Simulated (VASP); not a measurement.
Input:

```
YS
1.0
    0.00000     3.02252     3.02252
    3.02252     0.00000     3.02252
    3.02252     3.02252     0.00000
Y S
1 1
Direct
  0.00000   0.00000   0.00000
  0.25000   0.25000   0.25000
```

Computed with PBEsol GGA, VASP's PBE PAW potentials (set 64) (plane waves; VASP). Numerical set-up: 400 eV cut-off, Gaussian smearing of 0.050 eV, potentials Y_sv S.

Problem. Give the energies of bands 6 to 11 at the high-symmetry points, in eV from the Fermi level.

Solution. 
```json
[
 {"band": "6", "Γ": "-4.80", "X": "-5.73", "U": "-5.35", "L": "-5.32", "W": "-5.01"},
 {"band": "7", "Γ": "-4.80", "X": "-4.06", "U": "-4.48", "L": "-4.50", "W": "-4.92"},
 {"band": "8", "Γ": "-4.80", "X": "-4.06", "U": "-4.18", "L": "-4.50", "W": "-4.06"},
 {"band": "9", "Γ": "-0.37", "X": "-0.76", "U": "-0.66", "L": "1.11", "W": "-0.77"},
 {"band": "10", "Γ": "1.27", "X": "1.08", "U": "1.12", "L": "1.62", "W": "0.71"},
 {"band": "11", "Γ": "1.27", "X": "2.59", "U": "1.61", "L": "1.62", "W": "2.30"}
]
```

It has no gap at this level: it comes out as a metal or semimetal.

The structure was generated: YS was put into the zinc blende type (F-43m), which need not be its known phase. It was relaxed first, which changed the volume by -30 %. The electron count is odd and the run is not spin-polarised, which forces a metal.
